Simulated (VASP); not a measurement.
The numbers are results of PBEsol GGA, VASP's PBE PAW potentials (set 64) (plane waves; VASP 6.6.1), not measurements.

Input for VASP

File KPOINTS:
```
Automatic mesh
0
Gamma
14 14 7
0 0 0
```

File POSCAR:
```
Cd
1.0
  1.5130264604  -2.6206390013   0.0000000000
  1.5130264604   2.6206390013   0.0000000000
  0.0000000000   0.0000000000   5.6117653205
Cd
2
Cart
  1.5130264604   0.8735480809   1.4029413301
  1.5130264604  -0.8735480809   4.2088239904
```

**INCAR**
```
EDIFFG  =  -0.01   # ionic stop
SIGMA  =  0.1
ISMEAR  =  1
LWAVE  =  .FALSE.
LMAXMIX  =  4
LREAL  =  .FALSE.   # projection in real space or not
ENCUT  =  520
EDIFF  =  1E-7
LASPH  =  .TRUE.
NSW  =  30
NELM  =  100
ALGO  =  Normal   # blocked Davidson
GGA  =  PS   # PBEsol
SYSTEM  =  Cd
ISIF  =  4   # ions and shape, fixed volume
IBRION  =  2
PREC  =  Accurate
LCHARG  =  .FALSE.
```

POTCAR, in this order: Cd (PBE.64 set). Program: vasp_std.

Output

File OSZICAR:
```
       N       E                     dE             d eps       ncg     rms          rms(c)
DAV:   1     0.167655958669E+03    0.16766E+03   -0.13345E+04  3072   0.150E+03
DAV:   2     0.103377841723E+01   -0.16662E+03   -0.16205E+03  3120   0.372E+02
DAV:   3    -0.252869833031E+01   -0.35625E+01   -0.35572E+01  3848   0.651E+01
DAV:   4    -0.253304679918E+01   -0.43485E-02   -0.43482E-02  3560   0.200E+00
DAV:   5    -0.253305797945E+01   -0.11180E-04   -0.11180E-04  3880   0.946E-02    0.406E+00
DAV:   6    -0.238047049093E+01    0.15259E+00   -0.43920E-01  3232   0.861E+00    0.333E+00
DAV:   7    -0.237051587221E+01    0.99546E-02   -0.31195E-02  3448   0.174E+00    0.187E+00
DAV:   8    -0.236892716304E+01    0.15887E-02   -0.30660E-03  3392   0.802E-01    0.899E-02
DAV:   9    -0.236894284915E+01   -0.15686E-04   -0.34265E-05  3816   0.690E-02    0.399E-02
DAV:  10    -0.236896413386E+01   -0.21285E-04   -0.16890E-05  3408   0.516E-02    0.281E-03
DAV:  11    -0.236896401355E+01    0.12031E-06   -0.10337E-07  3112   0.354E-03    0.126E-03
DAV:  12    -0.236896388943E+01    0.12412E-06   -0.83453E-09  1960   0.874E-04    0.820E-04
DAV:  13    -0.236896390375E+01   -0.14315E-07   -0.71341E-10  1856   0.302E-04
   1 F= -.23689639E+01 E0= -.23687864E+01  d E =-.236896E+01
       N       E                     dE             d eps       ncg     rms          rms(c)
DAV:   1    -0.237021371511E+01   -0.12498E-02   -0.48672E-02  3256   0.203E+00    0.156E-01
DAV:   2    -0.236950535444E+01    0.70836E-03   -0.43593E-04  3280   0.296E-01    0.905E-02
DAV:   3    -0.236916531372E+01    0.34004E-03   -0.64141E-04  3352   0.251E-01    0.267E-02
DAV:   4    -0.236916983164E+01   -0.45179E-05   -0.50749E-05  3392   0.996E-02    0.242E-02
DAV:   5    -0.236916996557E+01   -0.13393E-06   -0.15507E-07  2704   0.653E-03    0.124E-02
DAV:   6    -0.236916974940E+01    0.21617E-06   -0.65893E-07  2936   0.589E-03    0.969E-03
DAV:   7    -0.236916970717E+01    0.42235E-07   -0.23215E-08  1768   0.181E-03
   2 F= -.23691697E+01 E0= -.23689324E+01  d E =-.205803E-03
       N       E                     dE             d eps       ncg     rms          rms(c)
DAV:   1    -0.237932598310E+01   -0.10156E-01   -0.43748E-01  3256   0.607E+00    0.468E-01
DAV:   2    -0.237279532145E+01    0.65307E-02   -0.40486E-03  3248   0.880E-01    0.273E-01
DAV:   3    -0.236963741052E+01    0.31579E-02   -0.60604E-03  3312   0.761E-01    0.819E-02
DAV:   4    -0.236967929977E+01   -0.41889E-04   -0.46699E-04  3328   0.300E-01    0.754E-02
DAV:   5    -0.236968094389E+01   -0.16441E-05   -0.21527E-06  3608   0.236E-02    0.394E-02
DAV:   6    -0.236967865499E+01    0.22889E-05   -0.82543E-06  3304   0.221E-02    0.338E-02
DAV:   7    -0.236967834839E+01    0.30660E-06   -0.35178E-07  3176   0.742E-03    0.244E-02
DAV:   8    -0.236967805379E+01    0.29460E-06   -0.28562E-07  2560   0.457E-03    0.874E-03
DAV:   9    -0.236967797771E+01    0.76082E-07   -0.12066E-07  1984   0.325E-03
   3 F= -.23696780E+01 E0= -.23693567E+01  d E =-.714074E-03
       N       E                     dE             d eps       ncg     rms          rms(c)
DAV:   1    -0.240889013183E+01   -0.39212E-01   -0.17449E+00  3264   0.121E+01    0.936E-01
DAV:   2    -0.238261943334E+01    0.26271E-01   -0.16702E-02  3264   0.172E+00    0.545E-01
DAV:   3    -0.236984973654E+01    0.12770E-01   -0.24997E-02  3304   0.151E+00    0.167E-01
DAV:   4    -0.237001111914E+01   -0.16138E-03   -0.18374E-03  3280   0.593E-01    0.147E-01
DAV:   5    -0.237002333313E+01   -0.12214E-04   -0.16581E-05  3584   0.627E-02    0.732E-02
DAV:   6    -0.237000905226E+01    0.14281E-04   -0.44207E-05  3272   0.591E-02    0.567E-02
DAV:   7    -0.237000807191E+01    0.98034E-06   -0.18103E-06  3384   0.170E-02    0.382E-02
DAV:   8    -0.237000752129E+01    0.55063E-06   -0.57391E-07  3240   0.627E-03    0.147E-02
DAV:   9    -0.237000733078E+01    0.19051E-06   -0.37906E-07  3272   0.616E-03    0.334E-03
DAV:  10    -0.237000732966E+01    0.11182E-08   -0.83589E-09  1560   0.103E-03
   4 F= -.23700073E+01 E0= -.23697756E+01  d E =-.104343E-02
       N       E                     dE             d eps       ncg     rms          rms(c)
DAV:   1    -0.237674937748E+01   -0.67420E-02   -0.29993E-01  3280   0.503E+00    0.391E-01
DAV:   2    -0.237219829065E+01    0.45511E-02   -0.27777E-03  3232   0.727E-01    0.225E-01
DAV:   3    -0.237006456687E+01    0.21337E-02   -0.40160E-03  3304   0.618E-01    0.662E-02
DAV:   4    -0.237009351445E+01   -0.28948E-04   -0.31105E-04  3304   0.245E-01    0.599E-02
DAV:   5    -0.237009308069E+01    0.43375E-06   -0.94227E-07  3544   0.137E-02    0.267E-02
DAV:   6    -0.237009279801E+01    0.28269E-06   -0.20261E-06  3272   0.983E-03    0.194E-02
DAV:   7    -0.237009277145E+01    0.26559E-07   -0.61664E-08  1768   0.284E-03
   5 F= -.23700928E+01 E0= -.23698478E+01  d E =-.112887E-02
```

OUTCAR:
```
------------------------ aborting loop because EDIFF is reached ----------------------------------------
  FORCE on cell =-STRESS in cart. coord.  units (eV):
  Direction    XX          YY          ZZ          XY          YZ          ZX
  --------------------------------------------------------------------------------------
  Total       -0.7061230     -0.7061231     -0.6991279      0.0000000     -0.0000000      0.0000000
  in kB      -25.4218818    -25.4218858    -25.1700465      0.0000000     -0.0000000      0.0000000
  external PRESSURE =     -25.3379380 kB  Pullay stress =       0.0000000 kB
  volume of cell :       44.50
      direct lattice vectors                 reciprocal lattice vectors
     1.502608794 -2.602594981 -0.000000000     0.332754608 -0.192115947 -0.000000000
     1.502608794  2.602594981  0.000000000     0.332754608  0.192115947 -0.000000000
     0.000000000  0.000000000  5.689848594     0.000000000 -0.000000000  0.175751601
 POSITION                                       TOTAL-FORCE (eV/Angst)
 -----------------------------------------------------------------------------------
      1.50261      0.86753      1.42246         0.000000     -0.000000      0.000000
      1.50261     -0.86753      4.26739        -0.000000      0.000000      0.000000
 -----------------------------------------------------------------------------------
    total drift:                               -0.000014      0.000200      0.000002
  FREE ENERGIE OF THE ION-ELECTRON SYSTEM (eV)
  ---------------------------------------------------
  free  energy   TOTEN  =        -2.3700927714 eV

  energy  without entropy=       -2.3693580010  energy(sigma->0) =       -2.36984785

 reached required accuracy - stopping structural energy minimisation
```
(Selected blocks of OUTCAR.)

### CONTCAR
```
Cd
   1.00000000000000
     1.5026087937480748   -2.6025949814631990   -0.0000000000000000
     1.5026087937480748    2.6025949814631990    0.0000000000000000
     0.0000000000000001    0.0000000000000000    5.6898485935322265
  Cd
     2
Direct
     0.3333330000000032    0.6666669999999968    0.2500000000000000
     0.6666669999999968    0.3333330000000032    0.7500000000000000
```

The compound is Cd in the hcp structure. This cell is one point of a volume scan, at 1.06 of the reference volume. Symmetry was kept, so distortions that lower it aren't found.
